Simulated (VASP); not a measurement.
Output of a VASP run:

OSZICAR:
```
...
RMM:  10    -0.198124356948E+00   -0.13208E-05    0.22586E-05  6638   0.313E-03    0.141E-04
RMM:  11    -0.198123673699E+00    0.68325E-06    0.23078E-05  6677   0.233E-03    0.879E-05
RMM:  12    -0.198124700770E+00   -0.10271E-05    0.40449E-07  6575   0.181E-03    0.614E-05
RMM:  13    -0.198125404309E+00   -0.70354E-06    0.13243E-05  6426   0.144E-03    0.424E-05
RMM:  14    -0.198125471932E+00   -0.67623E-07    0.10991E-05  6423   0.115E-03    0.666E-05
RMM:  15    -0.198126053822E+00   -0.58189E-06    0.75034E-06  6620   0.932E-04    0.897E-05
RMM:  16    -0.198125976841E+00    0.76982E-07    0.58270E-06  6296   0.785E-04    0.196E-04
RMM:  17    -0.198126337449E+00   -0.36061E-06    0.45456E-06  6348   0.655E-04    0.168E-04
RMM:  18    -0.198126550712E+00   -0.21326E-06    0.24590E-06  6556   0.557E-04    0.176E-04
RMM:  19    -0.198126762160E+00   -0.21145E-06    0.23164E-06  6451   0.479E-04    0.177E-04
 Linear response progress:
  Degree of freedom:   6/  6
       N       E                     dE             d eps       ncg     rms          rms(c)
RMM:   1    -0.195109842176E+00   -0.19511E+00    0.90040E+00  2503   0.292E+01
RMM:   2    -0.202120633949E+00   -0.70108E-02   -0.17819E-02  2953   0.604E-01    0.951E-02
RMM:   3    -0.202376117282E+00   -0.25548E-03   -0.27186E-03  3759   0.197E-01    0.666E-02
RMM:   4    -0.202479512362E+00   -0.10340E-03   -0.44428E-04  3782   0.626E-02    0.359E-02
RMM:   5    -0.202650618980E+00   -0.17111E-03   -0.14697E-04  4354   0.383E-02    0.625E-03
RMM:   6    -0.202637517333E+00    0.13102E-04   -0.83109E-05  4640   0.185E-02    0.402E-03
RMM:   7    -0.202643491759E+00   -0.59744E-05   -0.36773E-05  5133   0.116E-02    0.239E-03
RMM:   8    -0.202642814515E+00    0.67724E-06   -0.12499E-05  5231   0.739E-03    0.159E-03
RMM:   9    -0.202644389279E+00   -0.15748E-05   -0.56415E-06  5137   0.494E-03    0.492E-04
RMM:  10    -0.202645731596E+00   -0.13423E-05   -0.85065E-06  5322   0.353E-03    0.323E-04
RMM:  11    -0.202646104139E+00   -0.37254E-06   -0.23160E-06  5335   0.255E-03    0.189E-04
RMM:  12    -0.202646932616E+00   -0.82848E-06    0.10742E-06  5155   0.196E-03    0.131E-04
RMM:  13    -0.202646592842E+00    0.33977E-06    0.11961E-06  5130   0.153E-03    0.126E-04
RMM:  14    -0.202646934175E+00   -0.34133E-06    0.13867E-06  5118   0.124E-03    0.558E-05
RMM:  15    -0.202647058872E+00   -0.12470E-06    0.12067E-06  5303   0.101E-03    0.248E-05
RMM:  16    -0.202647058895E+00   -0.22879E-10    0.14187E-06  5182   0.828E-04    0.672E-05
RMM:  17    -0.202647112264E+00   -0.53370E-07    0.10646E-06  5264   0.694E-04    0.826E-05
RMM:  18    -0.202647095639E+00    0.16625E-07    0.11120E-06  5101   0.590E-04    0.122E-04
RMM:  19    -0.202647235126E+00   -0.13949E-06    0.95957E-07  4831   0.522E-04    0.707E-05
RMM:  20    -0.202647251931E+00   -0.16805E-07    0.92084E-07  5163   0.445E-04    0.854E-05
RMM:  21    -0.202647278425E+00   -0.26494E-07    0.75601E-07  5184   0.392E-04    0.905E-05
RMM:  22    -0.202647287566E+00   -0.91413E-08    0.81378E-07  5118   0.348E-04    0.953E-05
RMM:  23    -0.202647278968E+00    0.85978E-08    0.65866E-07  5080   0.313E-04    0.112E-04
RMM:  24    -0.202647292467E+00   -0.13499E-07    0.61959E-07  5097   0.284E-04    0.114E-04
RMM:  25    -0.202647295841E+00   -0.33741E-08    0.58584E-07  5141   0.260E-04    0.121E-04
RMM:  26    -0.202647298908E+00   -0.30668E-08    0.54873E-07  5171   0.240E-04    0.128E-04
 Linear response finished
```

File OUTCAR:
```
------------------------ aborting loop because EDIFF is reached ----------------------------------------

   1 f  =    7.389493 THz    46.429555 2PiTHz  246.486960 cm-1    30.560474 meV
             X         Y         Z           dx          dy          dz
      1.249487  0.978777  3.414850    -0.000000    0.309648    0.000000
      5.846643  2.936332  1.997900    -0.000000   -0.309648    0.000000
      2.298578  2.936332  0.708475    -0.000000   -0.309648   -0.000000
      4.797552  0.978777  4.704275    -0.000000    0.309648   -0.000000
      0.342885  0.978777  0.823766     0.000000    0.392579    0.000000
      6.753245  2.936332  4.588984     0.000000   -0.392579   -0.000000
      3.205180  2.936332  3.530141     0.000000   -0.392579    0.000000
      3.890950  0.978777  1.882609     0.000000    0.392579    0.000000

   2 f  =    7.120577 THz    44.739906 2PiTHz  237.516886 cm-1    29.448327 meV
             X         Y         Z           dx          dy          dz
      1.249487  0.978777  3.414850    -0.035755    0.000000   -0.336563
      5.846643  2.936332  1.997900     0.035755    0.000000    0.336563
      2.298578  2.936332  0.708475    -0.035755    0.000000    0.336563
      4.797552  0.978777  4.704275     0.035755    0.000000   -0.336563
      0.342885  0.978777  0.823766     0.213030   -0.000000    0.300108
      6.753245  2.936332  4.588984    -0.213030   -0.000000   -0.300108
      3.205180  2.936332  3.530141     0.213030   -0.000000   -0.300108
      3.890950  0.978777  1.882609    -0.213030   -0.000000    0.300108

   3 f  =    7.072025 THz    44.434842 2PiTHz  235.897353 cm-1    29.247531 meV
             X         Y         Z           dx          dy          dz
      1.249487  0.978777  3.414850     0.258590    0.000000   -0.239127
      5.846643  2.936332  1.997900     0.258590   -0.000000   -0.239127
      2.298578  2.936332  0.708475     0.258590   -0.000000    0.239127
      4.797552  0.978777  4.704275     0.258590    0.000000    0.239127
      0.342885  0.978777  0.823766    -0.291581   -0.000000    0.202311
      6.753245  2.936332  4.588984    -0.291581   -0.000000    0.202311
      3.205180  2.936332  3.530141    -0.291581   -0.000000   -0.202311
      3.890950  0.978777  1.882609    -0.291581    0.000000   -0.202311

   4 f  =    6.889525 THz    43.288165 2PiTHz  229.809829 cm-1    28.492775 meV
             X         Y         Z           dx          dy          dz
      1.249487  0.978777  3.414850     0.176351    0.000000    0.214258
      5.846643  2.936332  1.997900    -0.176351   -0.000000   -0.214258
      2.298578  2.936332  0.708475    -0.176351   -0.000000    0.214258
      4.797552  0.978777  4.704275     0.176351    0.000000   -0.214258
      0.342885  0.978777  0.823766    -0.009892   -0.000000   -0.415808
      6.753245  2.936332  4.588984     0.009892   -0.000000    0.415808
      3.205180  2.936332  3.530141     0.009892   -0.000000   -0.415808
      3.890950  0.978777  1.882609    -0.009892    0.000000    0.415808

   5 f  =    6.606899 THz    41.512369 2PiTHz  220.382419 cm-1    27.323925 meV
             X         Y         Z           dx          dy          dz
      1.249487  0.978777  3.414850     0.040432    0.000000    0.287380
      5.846643  2.936332  1.997900     0.040432    0.000000    0.287380
      2.298578  2.936332  0.708475    -0.040432    0.000000    0.287380
      4.797552  0.978777  4.704275    -0.040432    0.000000    0.287380
      0.342885  0.978777  0.823766     0.249684   -0.000000   -0.321614
      6.753245  2.936332  4.588984     0.249684   -0.000000   -0.321614
      3.205180  2.936332  3.530141    -0.249684   -0.000000   -0.321614
      3.890950  0.978777  1.882609    -0.249684   -0.000000   -0.321614

   6 f  =    6.511788 THz    40.914773 2PiTHz  217.209878 cm-1    26.930580 meV
             X         Y         Z           dx          dy          dz
      1.249487  0.978777  3.414850    -0.323989   -0.000000    0.199816
      5.846643  2.936332  1.997900     0.323989   -0.000000   -0.199816
      2.298578  2.936332  0.708475     0.323989   -0.000000    0.199816
      4.797552  0.978777  4.704275    -0.323989   -0.000000   -0.199816
      0.342885  0.978777  0.823766    -0.323092    0.000000   -0.026761
      6.753245  2.936332  4.588984     0.323092    0.000000    0.026761
      3.205180  2.936332  3.530141     0.323092    0.000000   -0.026761
      3.890950  0.978777  1.882609    -0.323092    0.000000    0.026761

   7 f  =    6.466791 THz    40.632044 2PiTHz  215.708919 cm-1    26.744485 meV
             X         Y         Z           dx          dy          dz
...
```
(Selected blocks of OUTCAR.)

File POSCAR:
```
ZrGe
1
    7.0961300000     0.0000000000     0.0000000000
    0.0000000000     3.9151100000     0.0000000000
    0.0000000000     0.0000000000     5.4127500000
Zr Ge
4 4
Direct
  0.1760800000   0.2500000000   0.6308900000
  0.8239200000   0.7500000000   0.3691100000
  0.3239200000   0.7500000000   0.1308900000
  0.6760800000   0.2500000000   0.8691100000
  0.0483200000   0.2500000000   0.1521900000
  0.9516800000   0.7500000000   0.8478100000
  0.4516800000   0.7500000000   0.6521900000
  0.5483200000   0.2500000000   0.3478100000
```

### Question
Write an INCAR and KPOINTS that could have produced this output.

### Answer
Several could match; the one computed here: the input of the run itself, LDA (Ceperley-Alder, Perdew-Zunger), plane waves, VASP's LDA PAW potentials (set 64).

**KPOINTS**
```
kpoints
0
G
  3 4 3
```

INCAR:
```
# general
SYSTEM    =  ZrGe
PREC      =  Accurate
ENCUT     =  300
LREAL     =  .FALSE.
LASPH     =  .TRUE.

# electronic loop
EDIFF     =  1E-8
NELM      =  100
ALGO      =  Normal
LMAXMIX   =  4

# smearing
ISMEAR    =  0
SIGMA     =  0.272

# ions
IBRION    =  8
NSW       =  1
ISIF      =  2

# output
LWAVE     =  .FALSE.
LCHARG    =  .FALSE.

# other
LEPSILON  =  .FALSE.
```

POTCAR, in this order: Zr_sv Ge_d (LDA.64 set). Program: vasp_std.

The structure comes from a computed database's ZrGe entry (Pnma); how it stands against other phases isn't given here. The cell was not relaxed at this level. The run is one of a series of settings (EDIFF = 1E-8, GGA removed, IBRION = 8, LEPSILON = .FALSE., NSW = 1, POTCAR Zr_sv Ge_d (LDA.64 set) against the base run), some of them coarse on purpose.
